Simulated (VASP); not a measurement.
# Ti7Mo (R-3m) in VASP: notebook

One crystal, Ti7Mo, is run at these levels: LDA; tasks: relaxation of cell and atoms.

Everything below comes from runs of VASP 6.6.1. Logs are shortened: lines on timing, memory, paths and dates and some standing lists are left out, and cuts for length are marked.

### Step 1. Starting point

The structure is trigonal, space group R-3m (No. 166). The conventional cell has a = 9.235 Å, b = 9.235 Å, c = 11.311 Å, α = 90.00°, β = 90.00°, γ = 120.00°. Mo (site symmetry 3m) has 7 Ti at 2.83 Å and 1 Mo at 2.83 Å as nearest neighbours. Around Ti (site symmetry m) lie 7 Ti at 2.83 Å and 1 Mo at 2.83 Å. Around Ti (site symmetry m) lie 1 Mo at 2.83 Å and 7 Ti at 2.83 Å. Ti (site symmetry 3m) is surrounded by 1 Mo at 2.83 Å and 7 Ti at 2.83 Å.

The cell was built by a generator and needn't be a form met in nature.

### Step 2. Relaxation of cell and atoms, LDA

The input, INCAR:

```
SYSTEM = Ti7Mo
PREC = Accurate ; ENCUT = 600
EDIFF = 1E-6 ; ISMEAR = 1
SIGMA = 0.1 ; LREAL = .False.
LASPH = .True. ; NELM = 80
ALGO = Normal ; ISIF = 3
LWAVE = .False. ; LCHARG = .False.
GGA = CA ; IBRION = 2
NSW = 90 ; EDIFFG = -0.01
KPAR = 4
```

The input, KPOINTS:

```
Automatic mesh
0
Gamma
  6 6 6
  0 0 0
```

The input, POSCAR:

```
Ti7Mo
1.0
    6.5302075000      0.0000000000      0.0000000000
    0.0000000000      6.5302075000      0.0000000000
    0.0000000000      0.0000000000      6.5302075000
Mo Ti
2 14
Direct
    0.0000000000      0.0000000000      0.0000000000
    0.2500000000      0.2500000000      0.2500000000
    0.5000000000      0.0000000000      0.0000000000
    0.0000000000      0.5000000000      0.0000000000
    0.0000000000      0.0000000000      0.5000000000
    0.5000000000      0.5000000000      0.0000000000
    0.5000000000      0.0000000000      0.5000000000
    0.7500000000      0.2500000000      0.2500000000
    0.0000000000      0.5000000000      0.5000000000
    0.2500000000      0.7500000000      0.2500000000
    0.2500000000      0.2500000000      0.7500000000
    0.5000000000      0.5000000000      0.5000000000
    0.7500000000      0.7500000000      0.2500000000
    0.7500000000      0.2500000000      0.7500000000
    0.2500000000      0.7500000000      0.7500000000
    0.7500000000      0.7500000000      0.7500000000
```

Potentials or basis: VASP PAW LDA potentials, release 64 (Mo_sv, Ti_sv).

Run with:

```console
$ cat potpaw_LDA.64/Mo_sv/POTCAR potpaw_LDA.64/Ti_sv/POTCAR > POTCAR
$ mpirun -np 4 vasp_std > vasp.out
```

OUTCAR:

```text
SYSTEM = Ti7Mo
   PREC = Accurate
   ENCUT = 600
   EDIFF = 1E-6
   ISMEAR = 1
   LREAL = .False.
   LASPH = .True.
   NELM = 80
   ISIF = 3
   GGA = CA
   IBRION = 2
   NSW = 90
   EDIFFG = -0.01

 ion  position               nearest neighbor table
   1  0.000  0.000  0.000-   2 2.83   8 2.83  10 2.83  11 2.83  13 2.83  14 2.83  15 2.83  16 2.83

   2  0.250  0.250  0.250-   1 2.83   3 2.83   4 2.83   5 2.83   6 2.83   7 2.83   9 2.83  12 2.83

   3  0.500  0.000  0.000-   2 2.83   8 2.83  10 2.83  11 2.83  13 2.83  14 2.83  15 2.83  16 2.83
[... 23 lines left out ...]
  15  0.250  0.750  0.750-   1 2.83   3 2.83   4 2.83   5 2.83   6 2.83   7 2.83   9 2.83  12 2.83

  16  0.750  0.750  0.750-   1 2.83   3 2.83   4 2.83   5 2.83   6 2.83   7 2.83   9 2.83  12 2.83

  LATTYP: Found a simple cubic cell.
 ALAT       =     6.5302075000

  Lattice vectors:

 A1 = (   6.5302075000,   0.0000000000,   0.0000000000)
 A2 = (   0.0000000000,   6.5302075000,   0.0000000000)
 A3 = (   0.0000000000,   0.0000000000,   6.5302075000)

Analysis of symmetry for initial positions (statically):
=====================================================================
 Subroutine PRICEL returns:
 Original cell was already a primitive cell.

 Routine SETGRP: Setting up the symmetry group for a
 simple cubic supercell.

 Subroutine GETGRP returns: Found 12 space group operations
 (whereof  6 operations were pure point group operations)
 out of a pool of 48 trial point group operations.

The static configuration has the point symmetry C_3v.
 The point group associated with its full space group is D_3d.

Analysis of symmetry for dynamics (positions and initial velocities):
=====================================================================
 Subroutine PRICEL returns:
 Original cell was already a primitive cell.

 Routine SETGRP: Setting up the symmetry group for a
 simple cubic supercell.

 Subroutine GETGRP returns: Found 12 space group operations
 (whereof  6 operations were pure point group operations)
 out of a pool of 48 trial point group operations.

The dynamic configuration has the point symmetry C_3v.
 The point group associated with its full space group is D_3d.

 Subroutine INISYM returns: Found 12 space group operations
 (whereof  6 operations are pure point group operations),
 and found     1 'primitive' translations

----------------------------------------------------------------------------------------

[... 154 lines left out ...]
  energy-cutoff  :      600.00
  volume of cell :      278.47
 maximum number of plane-waves:      9328
 NGX is ok and might be reduce to    54
   NGX = 27   NGY = 27   NGZ = 27

--------------------------------------- Ionic step        1  -------------------------------------------

 number of electron     196.0000098 magnetization

 Free energy of the ion-electron system (eV)
  ---------------------------------------------------
  ext. energy  EPLUGINS =         0.00000000
  ---------------------------------------------------
  free energy    TOTEN  =      -142.15607342 eV

  energy without entropy =     -142.15887462  energy(sigma->0) =     -142.15700715

------------------------ aborting loop because EDIFF is reached ----------------------------------------

  FORCE on cell =-STRESS in cart. coord.  units (eV):
  Direction    XX          YY          ZZ          XY          YZ          ZX
  --------------------------------------------------------------------------------------
  -------------------------------------------------------------------------------------
  Total      -22.5802096    -22.5802096    -22.5802096      0.2500804      0.2500804      0.2500804
  in kB     -129.9144946   -129.9144946   -129.9144946      1.4388291      1.4388291      1.4388291
  external PRESSURE =    -129.9144946 kB  Pullay stress =       0.0000000 kB
[... 37 lines left out ...]
--------------------------------------- Ionic step        2  -------------------------------------------

 number of electron     196.0000002 magnetization

 E-fermi :  10.6372     XC(G=0): -12.9915

 val. band max:       10.6360003754   @ k =   0.3333   0.3333   0.3333
 cond. band min:      10.6405121313   @ k =   0.5000   0.3333   0.1667
 fundamental gap:      0.0045117560
 Fermi energy:        10.6371645547

 k-point     1 :       0.0000    0.0000    0.0000
  band No.  band energies     occupation
      1     -49.0386      2.00000
      2     -48.9326      2.00000
      3     -44.8944      2.00000
      4     -44.6606      2.00000
      5     -44.6606      2.00000
      6     -44.6600      2.00000
[... 2701 lines left out ...]
    109      11.0753     -0.00000
    110      11.1066     -0.00000

 [... further k-points ...]

 [bands above 110 left out]

------------------------ aborting loop because EDIFF is reached ----------------------------------------

  FORCE on cell =-STRESS in cart. coord.  units (eV):
  Direction    XX          YY          ZZ          XY          YZ          ZX
  --------------------------------------------------------------------------------------
  -------------------------------------------------------------------------------------
  Total       23.3038549     23.3038549     23.3038549      0.5599130      0.5599130      0.5599130
  in kB      165.6634362    165.6634362    165.6634362      3.9803334      3.9803334      3.9803334
  external PRESSURE =     165.6634362 kB  Pullay stress =       0.0000000 kB
[... 81 lines left out ...]
  FREE ENERGIE OF THE ION-ELECTRON SYSTEM (eV)
  ---------------------------------------------------
  free  energy   TOTEN  =      -143.6032580271 eV

  energy  without entropy=     -143.6055543934  energy(sigma->0) =     -143.60402348

[... ionic steps 4 to 23 ...]

--------------------------------------- Ionic step       24  -------------------------------------------

 number of electron     196.0000018 magnetization

------------------------ aborting loop because EDIFF is reached ----------------------------------------
[... 95 lines left out ...]
--------------------------------------- Ionic step       26  -------------------------------------------

 number of electron     196.0000028 magnetization

 Free energy of the ion-electron system (eV)
  ---------------------------------------------------
  ext. energy  EPLUGINS =         0.00000000
  ---------------------------------------------------
  free energy    TOTEN  =      -143.95084452 eV

  energy without entropy =     -143.94803421  energy(sigma->0) =     -143.94990775

 E-fermi :   9.2725     XC(G=0): -12.4116

 val. band max:        9.2713145366   @ k =   0.5000   0.3333   0.1667
 cond. band min:       9.2727290981   @ k =  -0.3333   0.5000   0.1667
 fundamental gap:      0.0014145615
 Fermi energy:         9.2724795556

 k-point     1 :       0.0000    0.0000    0.0000
  band No.  band energies     occupation
      1     -50.3596      2.00000
      2     -50.3132      2.00000
      3     -46.4995      2.00000
      4     -46.4446      2.00000
      5     -46.3888      2.00000
      6     -46.3183      2.00000
[... 2221 lines left out ...]
     81       7.5904      2.00000
     82       7.6122      2.00000
```

OSZICAR:

```text
N       E                     dE             d eps       ncg     rms          rms(c)
DAV:   1     0.330748911566E+04    0.33075E+04   -0.10318E+05  7488   0.226E+03
DAV:   2     0.308526319459E+03   -0.29990E+04   -0.29444E+04  7496   0.718E+02
DAV:   3    -0.868843741309E+02   -0.39541E+03   -0.37928E+03 11024   0.233E+02
[... 348 lines left out ...]
DAV:   4    -0.143950887596E+03    0.88724E-05   -0.26721E-04 10120   0.101E-01    0.498E-02
DAV:   5    -0.143950840993E+03    0.46603E-04   -0.16574E-04  9843   0.946E-02    0.143E-02
DAV:   6    -0.143950846132E+03   -0.51390E-05   -0.68157E-05 10184   0.469E-02    0.160E-02
DAV:   7    -0.143950844360E+03    0.17721E-05   -0.22890E-05  9960   0.333E-02    0.549E-03
DAV:   8    -0.143950844515E+03   -0.15553E-06   -0.27767E-06  5696   0.875E-03
  26 F= -.14395084E+03 E0= -.14394991E+03  d E =-.920385E-04
```

Wall time 89 min (4 MPI ranks of Intel Xeon 6975P-C (Granite Rapids), shared host); peak memory 0.99 GiB.

Results:

- Free energy: -143.9508 eV
- Relaxed volume: 15.73 Å³/atom
- Relaxed cell: a = 6.315 Å, b = 6.315 Å, c = 6.315 Å, α = 89.11°, β = 89.11°, γ = 89.11°
- Space group after relaxing (to 0.05 Å): R-3m (No. 166)
- Energy gained by relaxing: 112.2 meV/atom
- Ionic steps: 26
- Pressure after relaxing: 0.0 GPa
- Largest force after relaxing: 0.005 eV/Å
- Band gap on the k mesh: none (metal or under the smearing width)

Forces on the atoms (eV/Å):
```
Mo  -0.003 -0.003 -0.003
Mo   0.003  0.003  0.003
Ti  -0.004  0.001  0.001
Ti   0.001 -0.004  0.001
Ti   0.001  0.001 -0.004
Ti  -0.003 -0.003 -0.001
Ti  -0.003 -0.001 -0.003
Ti   0.004 -0.001 -0.001
Ti  -0.001 -0.003 -0.003
Ti  -0.001  0.004 -0.001
Ti  -0.001 -0.001  0.004
Ti   0.002  0.002  0.002
Ti   0.003  0.003  0.001
Ti   0.003  0.001  0.003
Ti   0.001  0.003  0.003
Ti  -0.002 -0.002 -0.002
```

Step by step:
```tsv
step	energy change (eV)	largest force (eV/Å)	pressure (GPa)	volume (Å³)
1	0.0000	0.6598	-12.99	278.47
2	-0.4025	0.3355	16.57	225.38
3	-1.4472	0.5541	0.39	248.01
4	-1.4476	0.5506	0.72	247.43
5	-1.5974	0.3919	0.82	247.85
6	-1.7345	0.3453	1.42	248.73
7	-1.7459	0.1607	-2.03	255.35
8	-1.7598	0.2333	-0.63	252.51
9	-1.7774	0.1099	-0.29	252.05
10	-1.7805	0.1197	-0.02	251.72
11	-1.7805	0.1159	-0.02	251.76
12	-1.7846	0.1094	0.06	251.57
13	-1.7881	0.0929	0.29	251.16
14	-1.7897	0.0526	-0.27	252.15
15	-1.7897	0.0583	-0.20	252.01
16	-1.7916	0.0378	-0.12	251.85
17	-1.7927	0.0388	0.05	251.53
18	-1.7927	0.0379	0.04	251.59
19	-1.7935	0.0269	-0.02	251.72
20	-1.7937	0.0280	-0.15	252.04
21	-1.7939	0.0213	-0.13	251.93
22	-1.7940	0.0287	0.19	251.41
23	-1.7941	0.0247	0.06	251.64
24	-1.7944	0.0160	0.03	251.69
25	-1.7947	0.0111	-0.01	251.79
26	-1.7948	0.0049	-0.02	251.75
```

Final structure:
```
CELL_PARAMETERS angstrom
6.31464 0.04901 0.04901
0.04901 6.31464 0.04901
0.04901 0.04901 6.31464
ATOMIC_POSITIONS crystal
Mo 0.99922 0.99922 0.99922
Mo 0.25078 0.25078 0.25078
Ti 0.49396 0.01323 0.01323
Ti 0.01323 0.49396 0.01323
Ti 0.01323 0.01323 0.49396
Ti 0.48852 0.48852 0.00658
Ti 0.48852 0.00658 0.48852
Ti 0.75604 0.23677 0.23677
Ti 0.00658 0.48852 0.48852
Ti 0.23677 0.75604 0.23677
Ti 0.23677 0.23677 0.75604
Ti 0.49919 0.49919 0.49919
Ti 0.76148 0.76148 0.24342
Ti 0.76148 0.24342 0.76148
Ti 0.24342 0.76148 0.76148
Ti 0.75081 0.75081 0.75081
```

Levels at points of the mesh, in eV from the Fermi level:
```
           k point  band 95  band 96  band 97  band 98  band 99  band 100
(0.00, 0.00, 0.00)    -0.26    -0.17    -0.13     0.65     0.65      1.02
(0.50, 0.00, 0.00)    -0.06     0.03     0.09     0.10     0.18      0.19
(0.50, 0.50, 0.00)    -0.36    -0.29    -0.20    -0.13    -0.12     -0.01
(0.50, 0.50, 0.50)    -0.69    -0.69    -0.68    -0.31    -0.31     -0.28
```

### Step 3. Relaxation of cell and atoms, LDA

This run uses another cell than the first one, of 15.73 Å³/atom, 0.904 times its volume.

The input, INCAR:

```
SYSTEM = Ti7Mo
PREC = Accurate ; ENCUT = 600
EDIFF = 1E-7 ; ISMEAR = 1
SIGMA = 0.1 ; LREAL = .False.
LASPH = .True. ; NELM = 80
ALGO = Normal ; ISIF = 3
LWAVE = .False. ; LCHARG = .False.
GGA = CA ; IBRION = 2
NSW = 90 ; EDIFFG = -0.005
KPAR = 4
```

KPOINTS is that of step 2.

The input, POSCAR:

```
Ti7Mo                                   
1.0
    6.3146421138      0.0490127519      0.0490127519
    0.0490127519      6.3146421138      0.0490127519
    0.0490127519      0.0490127519      6.3146421138
  Mo              Ti            
     2    14
Direct
     0.9992172416316000    0.9992172416316000    0.9992172416316000
     0.2507827583684001    0.2507827583684001    0.2507827583684001
     0.4939647405536448    0.0132288559014072    0.0132288559014072
     0.0132288559014072    0.4939647405536448    0.0132288559014072
     0.0132288559014072    0.0132288559014072    0.4939647405536448
     0.4885171934775797    0.4885171934775797    0.0065823775223840
     0.4885171934775797    0.0065823775223840    0.4885171934775797
     0.7560352594463552    0.2367711440985928    0.2367711440985928
     0.0065823775223840    0.4885171934775797    0.4885171934775797
     0.2367711440985928    0.7560352594463552    0.2367711440985928
     0.2367711440985928    0.2367711440985928    0.7560352594463552
     0.4991881764246521    0.4991881764246521    0.4991881764246521
     0.7614828065224206    0.7614828065224206    0.2434176224776160
     0.7614828065224206    0.2434176224776160    0.7614828065224206
     0.2434176224776160    0.7614828065224206    0.7614828065224206
     0.7508118235753479    0.7508118235753479    0.7508118235753479
```

Potentials or basis: VASP PAW LDA potentials, release 64 (Mo_sv, Ti_sv).

Run with:

```console
$ cat potpaw_LDA.64/Mo_sv/POTCAR potpaw_LDA.64/Ti_sv/POTCAR > POTCAR
$ mpirun -np 4 vasp_std > vasp.out
```

OUTCAR:

```text
SYSTEM = Ti7Mo
   PREC = Accurate
   ENCUT = 600
   EDIFF = 1E-7
   ISMEAR = 1
   LREAL = .False.
   LASPH = .True.
   NELM = 80
   ISIF = 3
   GGA = CA
   IBRION = 2
   NSW = 90
   EDIFFG = -0.005

 ion  position               nearest neighbor table
   1  0.999  0.999  0.999-   8 2.60  10 2.60  11 2.60  13 2.61  14 2.61  15 2.61  16 2.76   2 2.79
                             5 3.13   3 3.13   4 3.13   4 3.19   3 3.19   5 3.19
[... 2975 lines left out ...]
  Total       -0.0004201     -0.0004201     -0.0004201     -0.0159160     -0.0159160     -0.0159160
  in kB       -0.0026733     -0.0026733     -0.0026733     -0.1012920     -0.1012920     -0.1012920
  external PRESSURE =      -0.0026733 kB  Pullay stress =       0.0000000 kB

 VOLUME and BASIS-vectors are now :
 -----------------------------------------------------------------------------
  energy-cutoff  :      600.00
  volume of cell :      251.75
      direct lattice vectors                 reciprocal lattice vectors
     6.314642114  0.049012752  0.049012752     0.158381039 -0.001219848 -0.001219848
     0.049012752  6.314642114  0.049012752    -0.001219848  0.158381039 -0.001219848
     0.049012752  0.049012752  6.314642114    -0.001219848 -0.001219848  0.158381039

 POSITION                                       TOTAL-FORCE (eV/Angst)
 -----------------------------------------------------------------------------------
      6.40765      6.40765      6.40765        -0.002583     -0.002583     -0.002583
      1.60819      1.60819      1.60819         0.002583      0.002583      0.002583
      3.12051      0.10839      0.10839        -0.003735      0.000800      0.000800
      0.10839      3.12051      0.10839         0.000800     -0.003735      0.000800
      0.10839      0.10839      3.12051         0.000800      0.000800     -0.003735
      3.10908      3.10908      0.08945        -0.002966     -0.002966     -0.000787
[... 8 lines left out ...]
      1.61174      4.85774      4.85774         0.000787      0.002966      0.002966
      4.81471      4.81471      4.81471        -0.001638     -0.001638     -0.001638
 -----------------------------------------------------------------------------------
    total drift:                                0.000000      0.000000     -0.000000

  FREE ENERGIE OF THE ION-ELECTRON SYSTEM (eV)
  ---------------------------------------------------
  free  energy   TOTEN  =      -143.9379695055 eV

  energy  without entropy=     -143.9351589129  energy(sigma->0) =     -143.93703264

 reached required accuracy - stopping structural energy minimisation
```

OSZICAR:

```text
N       E                     dE             d eps       ncg     rms          rms(c)
DAV:   1     0.336513549898E+04    0.33651E+04   -0.10235E+05  7488   0.230E+03
DAV:   2     0.331059259668E+03   -0.30341E+04   -0.29769E+04  7504   0.731E+02
DAV:   3    -0.857539468709E+02   -0.41681E+03   -0.39908E+03 10925   0.242E+02
DAV:   4    -0.153004460177E+03   -0.67251E+02   -0.65141E+02 10867   0.784E+01
[... 12 lines left out ...]
DAV:  17    -0.143937970824E+03    0.31376E-04   -0.20430E-04 11144   0.757E-02    0.173E-02
DAV:  18    -0.143937969680E+03    0.11441E-05   -0.36532E-05  9928   0.356E-02    0.548E-03
DAV:  19    -0.143937969675E+03    0.51296E-08   -0.59761E-06 10088   0.132E-02    0.474E-03
DAV:  20    -0.143937969507E+03    0.16840E-06   -0.14576E-06  9408   0.831E-03    0.117E-03
DAV:  21    -0.143937969506E+03    0.12042E-08   -0.13328E-07  4808   0.225E-03
   1 F= -.14393797E+03 E0= -.14393703E+03  d E =-.143938E+03
```

CONTCAR:

```text
Ti7Mo
   1.00000000000000
     6.3146421137999997    0.0490127519000000    0.0490127519000000
     0.0490127519000000    6.3146421137999997    0.0490127519000000
     0.0490127519000000    0.0490127519000000    6.3146421137999997
  Mo              Ti
     2    14
Direct
     0.9992172416315981    0.9992172416315981    0.9992172416315981
     0.2507827583684019    0.2507827583684019    0.2507827583684019
     0.4939647405536434    0.0132288559014100    0.0132288559014100
     0.0132288559014100    0.4939647405536434    0.0132288559014100
     0.0132288559014100    0.0132288559014100    0.4939647405536434
     0.4885171934775769    0.4885171934775769    0.0065823775223848
[... 8 lines left out ...]
     0.2434176224776152    0.7614828065224231    0.7614828065224231
     0.7508118235753471    0.7508118235753471    0.7508118235753471

  0.00000000E+00  0.00000000E+00  0.00000000E+00
  0.00000000E+00  0.00000000E+00  0.00000000E+00
  0.00000000E+00  0.00000000E+00  0.00000000E+00
  0.00000000E+00  0.00000000E+00  0.00000000E+00
  0.00000000E+00  0.00000000E+00  0.00000000E+00
  0.00000000E+00  0.00000000E+00  0.00000000E+00
[... 8 lines left out ...]
  0.00000000E+00  0.00000000E+00  0.00000000E+00
  0.00000000E+00  0.00000000E+00  0.00000000E+00
```

Wall time 4.8 min (4 MPI ranks of Intel Xeon 6975P-C (Granite Rapids), shared host); peak memory 0.83 GiB.

Results:

```
Free energy                  : -143.9380 eV
Pressure after relaxing      : 0.0 GPa
Largest force after relaxing : 0.004 eV/Å
Band gap on the k mesh       : none (metal or under the smearing width)
```

Forces on the atoms (eV/Å):
```
Mo  -0.003 -0.003 -0.003
Mo   0.003  0.003  0.003
Ti  -0.004  0.001  0.001
Ti   0.001 -0.004  0.001
Ti   0.001  0.001 -0.004
Ti  -0.003 -0.003 -0.001
Ti  -0.003 -0.001 -0.003
Ti   0.004 -0.001 -0.001
Ti  -0.001 -0.003 -0.003
Ti  -0.001  0.004 -0.001
Ti  -0.001 -0.001  0.004
Ti   0.002  0.002  0.002
Ti   0.003  0.003  0.001
Ti   0.003  0.001  0.003
Ti   0.001  0.003  0.003
Ti  -0.002 -0.002 -0.002
```

Final structure:
```
CELL_PARAMETERS angstrom
6.31464 0.04901 0.04901
0.04901 6.31464 0.04901
0.04901 0.04901 6.31464
ATOMIC_POSITIONS crystal
Mo 0.99922 0.99922 0.99922
Mo 0.25078 0.25078 0.25078
Ti 0.49396 0.01323 0.01323
Ti 0.01323 0.49396 0.01323
Ti 0.01323 0.01323 0.49396
Ti 0.48852 0.48852 0.00658
Ti 0.48852 0.00658 0.48852
Ti 0.75604 0.23677 0.23677
Ti 0.00658 0.48852 0.48852
Ti 0.23677 0.75604 0.23677
Ti 0.23677 0.23677 0.75604
Ti 0.49919 0.49919 0.49919
Ti 0.76148 0.76148 0.24342
Ti 0.76148 0.24342 0.76148
Ti 0.24342 0.76148 0.76148
Ti 0.75081 0.75081 0.75081
```

Caveat: the relaxation stopped at its first step, so nothing moved.
